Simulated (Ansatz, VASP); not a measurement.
# Cross-check of Ta10In (Ta(100)-c(2x2)-In, hollow site) between VASP and Ansatz

Wanted: the spread between two codes on one cell, functional and k mesh. Of the first pair: The structure shown is the start of the Ansatz relaxation below; VASP solves that cell, so the two are compared at the walk's first step.

Method: plane waves, with VASP 6.6.1 beside it; single point at PBE, in Ansatz 0.2.0.

### 1. The structure

The cell holds 11 atoms: 10 Ta and 1 In. Cell: a = 4.681 Å, b = 4.681 Å, c = 25.775 Å, α = 90.0°, β = 90.0°, γ = 90.0°. Vacuum lies along c.

### 2. Ansatz: relaxation, PBE

Ansatz runs on its default PAW (the set named soft_2) files.

The two programs are compared at the cell with which this relaxation starts, whose forces are those of its first step.

Contents of input.yaml:

```yaml
crystal:
  lattice:
    - [4.6810468915, 0.0, 0.0]
    - [0.0, 4.6810468915, 0.0]
    - [0.0, 0.0, 25.7753946274]
  atoms:
    - { symbol: Ta, position: [0.0, 0.0, 0.3297718667] }
    - { symbol: Ta, position: [0.5, 0.5, 0.3297718667] }
    - { symbol: Ta, position: [0.0, 0.5, 0.3939803889] }
    - { symbol: Ta, position: [0.5, 0.0, 0.3939803889] }
    - { symbol: Ta, position: [0.0, 0.0, 0.4581889112] }
    - { symbol: Ta, position: [0.5, 0.5, 0.4581889112] }
    - { symbol: Ta, position: [0.0, 0.5, 0.5223974335] }
    - { symbol: Ta, position: [0.5, 0.0, 0.5223974335] }
    - { symbol: Ta, position: [0.0, 0.0, 0.5866059557] }
    - { symbol: Ta, position: [0.5, 0.5, 0.5866059557] }
    - { symbol: In, position: [0.5, 0.0, 0.6702281333] }
kpoints:
  mp_grid: { grid: [6, 6, 1] }
hamiltonian:
  xc: pbe
scf:
  occupations: { method: fermi_dirac, width: 0.1 }
  convergence: { dr2_threshold: 1.0e-08 }
efield:
  axis: 3
  dipole_correction: true
  ramp_position: 0.97
  ramp_width: 0.06
relax:
  f_tol: 0.015
  max_steps: 90
  constraints: [{ sites: [0, 1, 2, 3] }]
output:
  write_potential: true
  write_density: true
  volumetric_format: npy
```

The run is started by

```sh
$ ansatz run input.yaml --threads 4 --pin off --max-ram 6144MiB --backend cpu --events-out ev --progress --plain --runs-dir out
```

Numbers of over 12 decimals in the logs are rounded to 6 here.

What it wrote:

```text
Engine: ansatz 0.2.0, aarch64-unknown-linux-gnu
Pseudopotentials: kind: paw
Pseudopotential: Ta, paw, valence charge 13, recommended cutoff 420 eV (normal), Ta.paw.azcp
Pseudopotential: In, paw, valence charge 13, recommended cutoff 420 eV (normal), In.paw.azcp
Functional definition: PBE
  parameter kappa = 0.804
  parameter beta = 0.066725
  exchange = pbe_x(kappa = kappa, mu = beta*pi^2/3)
  correlation = pbe_c(beta = beta)
Crystal: 11 atoms, lattice volume = 564.796 Å³
Basis set: ecut = 420 eV, 11039 PW (Γ), exchange–correlation on 64×64×360 points (8 copies of the dense FFT grid, shifted against one another)
Bands: 86, of which v1, the nominal top of the filled ones, is band 72 counted from 1 (71 counted from 0)
Symmetry: 8 space group operations
Space group: P4mm (ITA 99), of the structure as read, at distance tolerance 8.3e-5 Å
k-points: 10 of 36
Non-local potential: Ta, projectors of the file, l = 0: 3, l = 1: 2, l = 2: 2, l = 3: 1
Non-local potential: In, projectors of the file, l = 0: 2, l = 1: 2, l = 2: 2, l = 3: 2
PAW form: soft (Blöchl's): semilocal exchange-correlation on the pseudo side does not see the compensation charge
PAW one-centre angular grid: Ta, 590 points (default); XC on 64 Gauss nodes
PAW one-centre angular grid: In, 590 points (default); XC on 64 Gauss nodes
Initial density: superposition of atomic densities (neutral atoms: chi_scale 0, normalization atom), corrected by the library's trained network
Initial wavefunctions: pseudopotential atomic-orbital guess
Functional: x = pbe(κ = 0.804, μ = 0.219515), c = pbe(β = 0.066725)
SCF iter   1: F=—  HF=-104913.753779 eV  |F-HF|=—  |Δ(HF+E_count)|=         —  Δρ=7.36e-3  dr2=5.96e0  ethr=1.77e-3  p=0.017 e·Å  D=5.30e-3 V/Å  ΔV_dip=-0.14 eV  dr2_dipole=1.14e0  V_vac-E_F(+/−)=4.04/4.18 eV  ⟨swp⟩=11.0  Hψ=4078  notcnv=0  defer=1
efield: sawtooth ramp at fractional position 0.9700 (set: `efield.ramp_position`, or a place that a band, a saddle search or an elastic batch's reference lends), width 0.0600; the density the first Hamiltonian is built on has a dipole p = 0.017 e·Å; the dipole correction subtracts the counter field D = 5.30e-3 V/Å, which shifts the + side's vacuum level by -0.14 eV against the − side's; the planar-averaged density in the ramp window peaks in size at 4.6e-5 e/Å³
preconditioner: auto → LDOS  [metal: Δε(μ)=0.058 eV  Ē_g=5.363 eV  σ=0.100 eV  W_gap=0.14  n_scr=104 (ndim 8)  ℏωp=12.4 eV  f_vac=0.534  D(μ)=13.08/eV (n_scr^D=96)  β→1.0]
SCF iter   2: F=—  HF=-104913.607640 eV  |F-HF|=—  |Δ(HF+E_count)|=   1.46e-1  Δρ=3.69e-3  dr2=1.04e0  ethr=1.77e-3  p=-0.035 e·Å  D=-1.13e-2 V/Å  ΔV_dip=0.29 eV  dr2_dipole=2.74e-1  V_vac-E_F(+/−)=4.12/3.83 eV  ⟨swp⟩=3.4  Hψ=1197  notcnv=0
SCF iter   3: F=—  HF=-104913.573457 eV  |F-HF|=—  |Δ(HF+E_count)|=   3.42e-2  Δρ=7.87e-4  dr2=3.95e-2  ethr=7.27e-4  p=-0.015 e·Å  D=-4.69e-3 V/Å  ΔV_dip=0.12 eV  dr2_dipole=4.24e-3  V_vac-E_F(+/−)=4.09/3.97 eV  ⟨swp⟩=2.1  Hψ=1033  notcnv=0
SCF iter   4: F=—  HF=-104913.573604 eV  |F-HF|=—  |Δ(HF+E_count)|=   1.47e-4  Δρ=2.18e-4  dr2=1.23e-3  ethr=2.76e-5  p=-0.014 e·Å  D=-4.53e-3 V/Å  ΔV_dip=0.12 eV  dr2_dipole=3.26e-4  V_vac-E_F(+/−)=4.08/3.97 eV  ⟨swp⟩=1.8  Hψ=1010  notcnv=0
SCF iter   5: F=—  HF=-104913.573683 eV  |F-HF|=—  |Δ(HF+E_count)|=   7.90e-5  Δρ=9.38e-5  dr2=1.48e-4  ethr=8.61e-7  p=-0.012 e·Å  D=-3.84e-3 V/Å  ΔV_dip=0.10 eV  dr2_dipole=1.06e-6  V_vac-E_F(+/−)=4.08/3.98 eV  ⟨swp⟩=2.6  Hψ=1351  notcnv=0
SCF iter   6: F=—  HF=-104913.573668 eV  |F-HF|=—  |Δ(HF+E_count)|=   1.53e-5  Δρ=3.02e-5  dr2=1.46e-5  ethr=1.03e-7  p=-0.012 e·Å  D=-3.76e-3 V/Å  ΔV_dip=0.10 eV  dr2_dipole=1.17e-6  V_vac-E_F(+/−)=4.08/3.98 eV  ⟨swp⟩=2.1  Hψ=1278  notcnv=0
SCF iter   7: F=—  HF=-104913.573823 eV  |F-HF|=—  |Δ(HF+E_count)|=   1.55e-4  Δρ=1.17e-5  dr2=3.17e-6  ethr=1.02e-8  p=-0.011 e·Å  D=-3.68e-3 V/Å  ΔV_dip=0.09 eV  dr2_dipole=1.89e-7  V_vac-E_F(+/−)=4.08/3.98 eV  ⟨swp⟩=2.1  Hψ=1166  notcnv=0
SCF iter   8: F=—  HF=-104913.574094 eV  |F-HF|=—  |Δ(HF+E_count)|=   2.71e-4  Δρ=3.49e-6  dr2=1.54e-7  ethr=2.22e-9  p=-0.011 e·Å  D=-3.67e-3 V/Å  ΔV_dip=0.09 eV  dr2_dipole=3.31e-9  V_vac-E_F(+/−)=4.08/3.98 eV  ⟨swp⟩=2.0  Hψ=1086  notcnv=0
SCF iter   9: F=—  HF=-104913.574094 eV  |F-HF|=—  |Δ(HF+E_count)|=   9.67e-8  Δρ=1.11e-6  dr2=1.91e-8  ethr=1.08e-10  p=-0.011 e·Å  D=-3.67e-3 V/Å  ΔV_dip=0.09 eV  dr2_dipole=2.17e-16  V_vac-E_F(+/−)=4.08/3.98 eV  ⟨swp⟩=3.3  Hψ=1660  notcnv=0
SCF iter  10: F=-104913.574094 eV  HF=-104913.574094 eV  |F-HF|=1.37e-9  |Δ(HF+E_count)|=   1.95e-8  Δρ=4.67e-7  dr2=2.61e-9  ethr=6.99e-12  p=-0.011 e·Å  D=-3.68e-3 V/Å  ΔV_dip=0.09 eV  dr2_dipole=5.13e-11  V_vac-E_F(+/−)=4.08/3.98 eV  ⟨swp⟩=10.9  Hψ=6152  notcnv=0
SCF 1 converged in 10 iterations: F = -104913.574094 eV  dr2 = 2.61e-9
[...]
SCF 5 converged in 8 iterations: F = -104913.868404 eV  dr2 = 2.08e-9
relax step   5: F+E_penalty+E_count = -104913.86840384 eV  Δ(F+E_penalty+E_count) = -1.193e-3 eV  max|allowed force component| = 1.311e-2 eV/Å  Δτ_max = 0.0149 Å  (8 SCF iters, accepted)
NSCF: frozen V_eff on 10 k-points
the band table was solved once a step of the walk had ended and its energy, with any forces and stress, was formed, with the checks that follow a solve (4064 applications of the Hamiltonian). They found nothing against the state; the energy, forces and stress were not computed again (output.eigenvalues in the input reference)
WARN: The input density's exchange-correlation potential varies sharply where the density is thin. Do not read a vacuum level from v_tot or v_xc, or from such a field of the output density. On a cell that repeats whose density bears no net charge and no dipole along the vacuum's axis use v_es (v_loc + v_h of the components); under efield.dipole_correction with no amplitude use v_es + v_field, which holds any external [...]
SCF converged after 8 iterations
Free energy (F): -104913.868404 eV
Harris-Foulkes:  -104913.868404 eV  (|F-HF|=1.47e-8)
Internal energy: -104913.432390 eV  (E = F + TS)
E sigma→0 (E₀):  -104913.650397 eV
Entropy (-TS):   -0.436014 eV (-39.638 meV/atom)
Fermi energy:    3.939286 eV
Dipole field:    D = -0.013455 V/Å  (p = -0.041997 e·Å, saw-weighted, corrected)
Work function:   Φ+ = 4.3308 eV   Φ− = 3.9840 eV
Levels:          The Fermi level and band energies are counted from a zero that moves with the ramp; work functions are not
--- Per-component energies (eV) ---
  E_band       = -3081.396277
  E_kinetic    = 3883.190013
  E_local      = -156222.089941  (includes V_loc(G=0)·N_el)
  E_nonlocal   = 512.887292
  E_hartree    = 76148.633100
  E_xc         = -2389.650952
  E_vxc        = -2125.790084  (∫ρ·V_xc dr)
  E_paw        = -88116.422156  (= ΣΔE_a)
  E_vpaw       = -1425.655859  (= ΣTr[D̂ρ^β])
  E_aug_tail   = 0.001489  (compensation charges beyond the density's cutoff)
  E_efield     = 0.000283  (sawtooth field / dipole correction)
  E_vefield    = -1.214100  (∫n·V_field dr)
  E_ewald      = 61270.018483
  E_smearing   = -0.436014  (= −TS)
  E_closure    = 0.000000  (closes the sum)
  Σ components = -104913.868404   (vs F -104913.868404, Δ=0.00e0)
--- Forces (eV/Å), atoms counted from 1 ---
  atom   1  Ta     0.00000000     0.00000000     1.33885675
  atom   2  Ta     0.00000000     0.00000000     1.33885675
  atom   3  Ta     0.00000000     0.00000000    -1.29278091
  atom   4  Ta     0.00000000     0.00000000    -1.39271601
  atom   5  Ta     0.00000000     0.00000000    -0.00394436
  atom   6  Ta     0.00000000     0.00000000    -0.00394436
  atom   7  Ta     0.00000000     0.00000000     0.01310687
  atom   8  Ta     0.00000000     0.00000000     0.00784032
  atom   9  Ta     0.00000000     0.00000000    -0.00419456
  atom  10  Ta     0.00000000     0.00000000    -0.00419456
  atom  11  In     0.00000000     0.00000000     0.00312554
  max |Σ_I F_I| component: 1.15e-5 eV/Å
--- Band table (eV; the first three rows and the last of 10) ---
  k-point 0: bands = [... 68 lower, 4.4195, 4.4195, 4.5719, 4.5719, 4.7033, 4.8546, 4.8546, 4.9217, ... 10 higher]
  k-point 1: bands = [... 68 lower, 4.0151, 4.0508, 4.2475, 4.3131, 4.3750, 4.4797, 4.7169, 4.8683, ... 10 higher]
  k-point 2: bands = [... 68 lower, 3.3960, 3.4982, 3.6367, 3.6798, 3.8079, 4.1986, 4.3449, 4.4973, ... 10 higher]
  k-point 9: bands = [... 68 lower, 3.6089, 3.6871, 3.6871, 3.8050, 4.4662, 4.5536, 4.5536, 4.5642, ... 10 higher]
--- Relaxed structure (5 steps of the walk, 5 accepted, 0 SCFs on fresh bases) ---
  F+E_penalty+E_count = -104913.86840384 eV   max|allowed force component| = 1.311e-2 eV/Å
  atoms:
    - { symbol: Ta, position: [0.0, 0.0, 0.3297718667] }
    - { symbol: Ta, position: [0.5, 0.5, 0.3297718667] }
    - { symbol: Ta, position: [0.0, 0.5, 0.393980] }
    - { symbol: Ta, position: [0.5, 0.0, 0.393980] }
    - { symbol: Ta, position: [0, 0.0, 0.458172] }
    - { symbol: Ta, position: [0.5, 0.5, 0.458172] }
    - { symbol: Ta, position: [0, 0.5, 0.522747] }
    - { symbol: Ta, position: [0.5, 0.0, 0.524246] }
    - { symbol: Ta, position: [0, 0.0, 0.583020] }
    - { symbol: Ta, position: [0.5, 0.5, 0.583020] }
    - { symbol: In, position: [0.5, 0.0, 0.653703] }
```

Reading the cycles: dr2 is the Hartree energy of the density residual (eV), the measure of convergence; HF is the Harris–Foulkes estimate of the energy, which meets the free energy F at convergence.

(Part 1 of 3 ends here.)

[Lines on the potential files, build, host, timing and source positions are cut from VASP's logs without a mark.]

[Logs are printed without paths, hosts, clocks, repeated set-up lines and the standing remarks that a program may print on its own settings, such as how far it seeks lower states.]

[Hosts, paths, dates, database ids (printed as entryN), source tags and the programs' standing remarks are cut or masked in the printed files.]
